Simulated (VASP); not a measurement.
The input files of a VASP run:

**INCAR**
```
SYSTEM  =  CoSi
PREC  =  Accurate; ENCUT  =  500; LREAL  =  .False.
LASPH  =  .True.
EDIFF  =  1E-6; NELM  =  100; ALGO  =  Normal
LMAXMIX  =  4
ISMEAR  =  1; SIGMA  =  0.1
GGA  =  PS
IBRION  =  2; NSW  =  40; ISIF  =  3
EDIFFG  =  -0.02; PSTRESS  =  100
LWAVE  =  .False.; LCHARG  =  .False.
```

**POSCAR**
```
CoSi
1
    4.3313753530    -0.0000000000    -0.0000000000
   -0.0000000000     4.3313753530     0.0000000000
    0.0000000000    -0.0000000000     4.3313753530
Co Si
4 4
Direct
  0.8532231952   0.6467768048   0.3532231952
  0.3532231952   0.8532231952   0.6467768048
  0.1467768048   0.1467768048   0.1467768048
  0.6467768048   0.3532231952   0.8532231952
  0.1562057370   0.3437942630   0.6562057370
  0.6562057370   0.1562057370   0.3437942630
  0.8437942630   0.8437942630   0.8437942630
  0.3437942630   0.6562057370   0.1562057370
```

### KPOINTS
```
Automatic mesh
0
Gamma
7 7 7
0 0 0
```

POTCAR, in this order: Co Si (PBE.64 set). Program: vasp_std.

Problem. Translate this PBEsol calculation to Quantum ESPRESSO's pw.x.

Solution. One equivalent input (not run):
```
&CONTROL
  calculation = 'vc-relax'
  pseudo_dir = './pseudo'
  outdir = './out'
  tprnfor = .true.
  tstress = .true.
  nstep = 40
  forc_conv_thr = 0.00078
/
&SYSTEM
  ibrav = 0
  nat = 8
  ntyp = 2
  ecutwfc = 96
  occupations = 'smearing'
  smearing = 'methfessel-paxton'
  degauss = 0.00735
  input_dft = 'pbesol'
/
&ELECTRONS
  conv_thr = 7.3e-08
  electron_maxstep = 100
/
&IONS
/
&CELL
  press = 100
/
ATOMIC_SPECIES
  Co 58.933 Co.upf
  Si 28.085 Si.upf
CELL_PARAMETERS angstrom
     4.3313754   -0.0000000   -0.0000000
    -0.0000000    4.3313754    0.0000000
     0.0000000   -0.0000000    4.3313754
ATOMIC_POSITIONS crystal
  Co   0.8532232  0.6467768  0.3532232
  Co   0.3532232  0.8532232  0.6467768
  Co   0.1467768  0.1467768  0.1467768
  Co   0.6467768  0.3532232  0.8532232
  Si   0.1562057  0.3437943  0.6562057
  Si   0.6562057  0.1562057  0.3437943
  Si   0.8437943  0.8437943  0.8437943
  Si   0.3437943  0.6562057  0.1562057
K_POINTS automatic
  7 7 7 0 0 0
```
Limits of the translation: the potentials are each code's own (VASP's PAW set, PseudoDojo norm-conserving files in pw.x), so ENCUT and ecutwfc are chosen apart and not converted; conv_thr bounds pw.x's estimated SCF error, while EDIFF bounds the energy change between steps; forc_conv_thr acts on force components and is met together with etot_conv_thr.

The compound is CoSi in the B20 structure. It was relaxed first under an external pressure of 10 GPa.
